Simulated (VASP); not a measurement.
Given:

```xyz
2
Lattice="0.0000 3.0764 3.0764 3.0764 0.0000 3.0764 3.0764 3.0764 0.0000" Properties=species:S:1:pos:R:3 pbc="T T T"
Pb     0.0000     0.0000     0.0000
Se     3.0764     3.0764     3.0764
```

The numbers are results of HSEsol screened hybrid, VASP's PBE PAW potentials (set 64) (plane waves; VASP), not measurements. Numerical set-up: 520 eV cut-off, 6×6×6 Γ-centred mesh, Gaussian smearing of 0.050 eV, potentials Pb_d Se.

Unless said otherwise, spin-orbit coupling is left out, though it shifts the bands of the heavy elements here.

Problem. Estimate the energy per atom (σ→0), pressure, band gap (on the k-mesh) with the smallest direct gap where there is one.

Solution. 
| Item | Value |
|---|---|
| band gap (on the k-mesh) | 0.69 eV |
| smallest direct gap (on the k-mesh) | 0.69 eV |
| energy per atom (σ→0) | -5.132 eV/atom |
| pressure | -1.54 GPa |

Total energies compare only between runs with the same potentials, cut-off and functional.

The compound is PbSe in the rock salt structure. This cell is one point of a volume scan, at 0.97 of the reference volume. The cell's shape comes from a PBE relaxation.
